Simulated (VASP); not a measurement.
# Mg3CdSe2O2 (P-4m2) in VASP: elastic constants with PBE

Aim: the elastic constants of Mg3CdSe2O2 with PBE.

All numbers are computed with VASP 6.6.1; they aren't measurements. Logs are shortened: lines on timing, memory, paths and dates and some standing lists are left out, and cuts for length are marked.

## Step 1: The structure

The structure is tetragonal, space group P-4m2 (No. 115). The conventional cell has a = 3.889 Å, b = 3.889 Å, c = 9.810 Å, α = 90.00°, β = 90.00°, γ = 90.00°. Mg (site symmetry -4m2) is surrounded by 4 O at 2.04 Å. Around Mg (site symmetry 2mm) lie 2 O at 2.14 Å. Cd (site symmetry -4m2) has 4 Se at 2.63 Å as nearest neighbours. Around Se (site symmetry 2mm) lie 2 Mg at 2.54 Å and 2 Cd at 2.63 Å. O (site symmetry 2mm) is surrounded by 4 Mg at 2.04 to 2.14 Å.

The cell was built by a generator and needn't be a form met in nature.

## Step 2: Elastic constants, PBE

POSCAR

```
Mg3CdSe2O2
1.0
    3.8888500000      0.0000000000      0.0000000000
    0.0000000000      3.8888500000      0.0000000000
    0.0000000000      0.0000000000      9.8099500000
Mg Cd Se O
3 1 2 2
Direct
    0.0000000000      0.0000000000      0.5000000000
    0.5000000000      0.5000000000      0.3480200000
    0.5000000000      0.5000000000      0.6519800000
    0.0000000000      0.0000000000      0.0000000000
    0.5000000000      0.0000000000      0.1806570000
    0.0000000000      0.5000000000      0.8193430000
    0.5000000000      0.0000000000      0.5618630000
    0.0000000000      0.5000000000      0.4381370000
```

INCAR.step1

```
SYSTEM = Mg3CdSe2O2
PREC = Accurate
ENCUT = 520
EDIFF = 1E-8
ISMEAR = 0
SIGMA = 0.03
LREAL = .False.
LASPH = .True.
NELM = 60
ALGO = Normal
ISIF = 3
LWAVE = .False.
LCHARG = .False.
GGA = PE
KPAR = 8
IBRION = 2
NSW = 40
EDIFFG = -0.002
```

INCAR.step2

```
SYSTEM = Mg3CdSe2O2
PREC = Accurate
ENCUT = 520
EDIFF = 1E-8
ISMEAR = 0
SIGMA = 0.03
LREAL = .False.
LASPH = .True.
NELM = 60
ALGO = Normal
ISIF = 3
LWAVE = .False.
LCHARG = .False.
GGA = PE
KPAR = 8
IBRION = 6
NFREE = 2
POTIM = 0.015
NSW = 1
```

KPOINTS

```
Automatic mesh
0
Gamma
  5 5 4
  0 0 0
```

Potentials or basis: VASP PAW PBE potentials, release 64 (Mg, Cd, Se, O).

On the command line:

```sh
> cat potpaw_PBE.64/Mg/POTCAR potpaw_PBE.64/Cd/POTCAR potpaw_PBE.64/Se/POTCAR potpaw_PBE.64/O/POTCAR > POTCAR
> cp INCAR.step1 INCAR
> mpirun -np 8 vasp_std > vasp.out
> cp CONTCAR POSCAR
> cp INCAR.step2 INCAR
> mpirun -np 8 vasp_std > vasp.out
```

OUTCAR:

```text
SYSTEM = Mg3CdSe2O2
   PREC = Accurate
   ENCUT = 520
   EDIFF = 1E-8
   ISMEAR = 0
   LREAL = .False.
   LASPH = .True.
   NELM = 60
   ISIF = 3
   GGA = PE
   IBRION = 6
   NFREE = 2
   POTIM = 0.015
   NSW = 1

 ion  position               nearest neighbor table
   1  0.000  0.000  0.500-   7 2.04   8 2.04   8 2.04   7 2.04   2 3.13   3 3.13   2 3.13   2 3.13
                             3 3.13   3 3.13   2 3.13   3 3.13
   2  0.500  0.500  0.348-   8 2.14   8 2.14   5 2.54   5 2.54   3 2.98   1 3.13   1 3.13   1 3.13
                             1 3.13
   3  0.500  0.500  0.652-   7 2.14   7 2.14   6 2.54   6 2.54   2 2.98   1 3.13   1 3.13   1 3.13
                             1 3.13
   4  0.000  0.000  0.000-   5 2.63   6 2.63   6 2.63   5 2.63
   5  0.500  0.000  0.181-   2 2.54   2 2.54   4 2.63   4 2.63
   6  0.000  0.500  0.819-   3 2.54   3 2.54   4 2.63   4 2.63
   7  0.500  0.000  0.562-   1 2.04   1 2.04   3 2.14   3 2.14
   8  0.000  0.500  0.438-   1 2.04   1 2.04   2 2.14   2 2.14

  LATTYP: Found a simple tetragonal cell.
 ALAT       =     3.8893088079
 C/A-ratio  =     2.5222373528

  Lattice vectors:

 A1 = (   3.8893088079,   0.0000000000,   0.0000000000)
 A2 = (   0.0000000000,   3.8893088079,   0.0000000000)
 A3 = (   0.0000000000,   0.0000000000,   9.8097599518)

Analysis of symmetry for initial positions (statically):
=====================================================================
 Subroutine PRICEL returns:
 Original cell was already a primitive cell.

 Routine SETGRP: Setting up the symmetry group for a
 simple tetragonal supercell.

 Subroutine GETGRP returns: Found  8 space group operations
 (whereof  8 operations were pure point group operations)
 out of a pool of 16 trial point group operations.

The static configuration has the point symmetry D_2d.

Analysis of symmetry for dynamics (positions and initial velocities):
=====================================================================
 Subroutine PRICEL returns:
 Original cell was already a primitive cell.

 Routine SETGRP: Setting up the symmetry group for a
 simple tetragonal supercell.

 Subroutine GETGRP returns: Found  8 space group operations
 (whereof  8 operations were pure point group operations)
 out of a pool of 16 trial point group operations.

The dynamic configuration has the point symmetry D_2d.

 Subroutine INISYM returns: Found  8 space group operations
 (whereof  8 operations are pure point group operations),
 and found     1 'primitive' translations

----------------------------------------------------------------------------------------

                                     Primitive cell

  volume of cell :     148.3895

  direct lattice vectors                    reciprocal lattice vectors
     3.889308808  0.000000000  0.000000000     0.257115094  0.000000000  0.000000000
     0.000000000  3.889308808  0.000000000     0.000000000  0.257115094  0.000000000
     0.000000000  0.000000000  9.809759952     0.000000000  0.000000000  0.101939294

  length of vectors
     3.889308808  3.889308808  9.809759952     0.257115094  0.257115094  0.101939294

  position of ions in fractional coordinates (direct lattice)
     0.000000000  0.000000000  0.500000000
     0.500000000  0.500000000  0.347975948
     0.500000000  0.500000000  0.652024052
     0.000000000  0.000000000  0.000000000
     0.500000000  0.000000000  0.180682409
[... 136 lines left out ...]
  --------------------------------------------------------------------------------------
  -------------------------------------------------------------------------------------
  Total       -0.0034977     -0.0034977     -0.0094756      0.0000000      0.0000000      0.0000000
  in kB       -0.0377648     -0.0377648     -0.1023095      0.0000000      0.0000000      0.0000000
  external PRESSURE =      -0.0592797 kB  Pullay stress =       0.0000000 kB
[... 107 lines left out ...]
  FREE ENERGIE OF THE ION-ELECTRON SYSTEM (eV)
  ---------------------------------------------------
  free  energy   TOTEN  =       -35.2425042224 eV

  energy  without entropy=      -35.2425042224  energy(sigma->0) =      -35.24250422

[... ionic steps 4 to 36 ...]

--------------------------------------- Ionic step       37  -------------------------------------------

 number of electron      42.0000009 magnetization

------------------------ aborting loop because EDIFF is reached ----------------------------------------
[... 79 lines left out ...]
--------------------------------------- Ionic step       39  -------------------------------------------

 number of electron      42.0000011 magnetization

 Free energy of the ion-electron system (eV)
  ---------------------------------------------------
  ext. energy  EPLUGINS =         0.00000000
  ---------------------------------------------------
  free energy    TOTEN  =       -35.25776519 eV

  energy without entropy =      -35.25776519  energy(sigma->0) =      -35.25776519

 E-fermi :   2.2382     XC(G=0):  -9.2323

 val. band max:        2.0691783747   @ k =   0.0000   0.4000  -0.5000
 cond. band min:       3.1636884129   @ k =   0.0000   0.0000   0.0000
 fundamental gap:      1.0945100383
 Fermi energy:         2.2381899462

 k-point     1 :       0.0000    0.0000    0.0000
  band No.  band energies     occupation
      1     -15.6544      2.00000
      2     -14.8480      2.00000
      3     -10.2583      2.00000
      4     -10.0339      2.00000
      5      -5.7533      2.00000
      6      -5.7123      2.00000
[... 685 lines left out ...]
     25       7.4100      0.00000
     26       8.0829      0.00000

 [... further k-points ...]
[... 5 lines left out ...]
  --------------------------------------------------------------------------------------
  -------------------------------------------------------------------------------------
  Total        0.0701149     -0.0207002     -0.0337180      0.0000000      0.0000000      0.0000000
  in kB        0.7570377     -0.2235023     -0.3640564      0.0000000      0.0000000      0.0000000
  external PRESSURE =       0.0564930 kB  Pullay stress =       0.0000000 kB
[... 23 lines left out ...]
  FREE ENERGIE OF THE ION-ELECTRON SYSTEM (eV)
  ---------------------------------------------------
  free  energy   TOTEN  =       -35.2577651931 eV

  energy  without entropy=      -35.2577651931  energy(sigma->0) =      -35.25776519

 INTERNAL STRAIN TENSORS FROM STRAINED CELLS
 ============================================

 INTERNAL STRAIN TENSOR FOR ION    1 for displacements in x,y,z  (eV/Angst):
          X           Y           Z          XY          YZ          ZX
  --------------------------------------------------------------------------------
  x     0.00000     0.00000     0.00000     0.00000     0.00000     3.76988
  y     0.00000     0.00000    -0.00000     0.00000    -3.76413     0.00000
  z     2.98885    -2.98889     0.00000     0.00005     0.00002    -0.00020

 INTERNAL STRAIN TENSORS FROM DISPLACED ATOMS
 ============================================

 INTERNAL STRAIN TENSOR FOR ION    1 for displacements in x,y,z  (eV/Angst):
          X           Y           Z          XY          YZ          ZX
  --------------------------------------------------------------------------------
  x     0.00000     0.00000     0.00000     0.00000     0.00000     3.75861
  y     0.00000     0.00000     0.00000     0.00000    -3.75861     0.00000
  z     2.96456    -2.96456     0.00000     0.00000     0.00000     0.00000

 INTERNAL STRAIN TENSOR FOR ION    8 for displacements in x,y,z  (eV/Angst):
          X           Y           Z          XY          YZ          ZX
  --------------------------------------------------------------------------------
  x     0.00000     0.00000     0.00000     0.00000     0.00000    -1.58909
  y     0.00000     0.00000     0.00000     0.00000     5.18287     0.00000
  z    -1.30335     4.77977    -1.60385     0.00000     0.00000     0.00000

 Eigenvectors and eigenvalues of the dynamical matrix
 ----------------------------------------------------

   1 f  =   15.525864 THz    97.551879 2PiTHz  517.887067 cm-1    64.209784 meV
             X         Y         Z           dx          dy          dz
      0.000000  0.000000  4.904880     0.011924    0.499717   -0.000000
      1.944654  1.944654  3.413561    -0.001057    0.071736   -0.000000
      1.944654  1.944654  6.396199     0.001712   -0.044315   -0.000000
      0.000000  0.000000  0.000000     0.000046    0.001932    0.000000
      1.944654  0.000000  1.772451    -0.000037   -0.000969    0.000000
      0.000000  1.944654  8.037309    -0.000023   -0.001547    0.000000
      1.944654  0.000000  5.511676    -0.020050    0.191164   -0.000000
      0.000000  1.944654  4.298084     0.004561   -0.840270    0.000000
[... 243 lines left out ...]
  24 f/i=    0.007298 THz     0.045857 2PiTHz    0.243449 cm-1     0.030184 meV
             X         Y         Z           dx          dy          dz
      0.000000  0.000000  4.904880     0.198783   -0.161432    0.000000
      1.944654  1.944654  3.413561     0.198666   -0.161587    0.000000
      1.944654  1.944654  6.396199     0.198973   -0.161337    0.000000
      0.000000  0.000000  0.000000     0.421871   -0.342602    0.000000
      1.944654  0.000000  1.772451     0.354487   -0.291027    0.000000
      0.000000  1.944654  8.037309     0.358363   -0.287879    0.000000
      1.944654  0.000000  5.511676     0.161276   -0.130808    0.000000
      0.000000  1.944654  4.298084     0.161073   -0.130973    0.000000

--------------------------------------------------------------------------------------------------------

 ELASTIC MODULI CONTR FROM IONIC RELAXATION (kBar)
 Direction    XX          YY          ZZ          XY          YZ          ZX
 --------------------------------------------------------------------------------
 XX        -347.1693    323.1259     11.5166      0.0000      0.0000     -0.0000
 YY         323.1259   -347.1693     11.5166      0.0000     -0.0000      0.0000
 ZZ          11.5166     11.5166    -52.7200      0.0000      0.0000      0.0000
 XY           0.0000      0.0000      0.0000      0.0000      0.0000      0.0000
 YZ           0.0000     -0.0000      0.0000      0.0000   -303.0649     -0.0000
 ZX          -0.0000      0.0000      0.0000      0.0000     -0.0000   -303.0648
 --------------------------------------------------------------------------------

 TOTAL ELASTIC MODULI (kBar)
 Direction    XX          YY          ZZ          XY          YZ          ZX
 --------------------------------------------------------------------------------
 XX        1125.7941    684.3631    471.8639      0.0000      0.0000     -0.0000
 YY         684.3631   1125.7941    471.8639      0.0000     -0.0000      0.0000
 ZZ         471.8639    471.8639   1009.1112      0.0000      0.0000      0.0000
 XY           0.0000      0.0000      0.0000    475.6245      0.0000      0.0000
 YZ           0.0000     -0.0000      0.0000      0.0000    192.9449     -0.0000
 ZX          -0.0000      0.0000      0.0000      0.0000     -0.0000    192.9450
 --------------------------------------------------------------------------------
```

Wall time 11 min (8 MPI ranks of Intel Xeon Platinum 8488C (Sapphire Rapids), shared host); peak memory 0.54 GiB.

What came out:

| Property | Result |
| --- | --- |
| Voigt bulk modulus | 72 GPa |
| Highest phonon frequency at Γ, LO-TO splitting left out | 518 cm⁻¹ |

Phonon frequencies in cm⁻¹ (negative: imaginary):
```tsv
q point	frequencies
(0.000, 0.000, 0.000)	0 0 0 38 38 98 98 129 150 161 161 189 242 242 247 263 292 292 373 373 378 428 518 518
```

Elastic tensor in Voigt notation (GPa, in the Cartesian axes of the cell as first typed):
```
113  68  47   0   0   0
 68 113  47   0   0   0
 47  47 101   0   0   0
  0   0   0  19   0   0
  0   0   0   0  19   0
  0   0   0   0   0  48
```

Clamped-ion elastic tensor (GPa):
```
147  36  46   0   0   0
 36 147  46   0   0   0
 46  46 106   0   0   0
  0   0   0  50   0   0
  0   0   0   0  50   0
  0   0   0   0   0  48
```
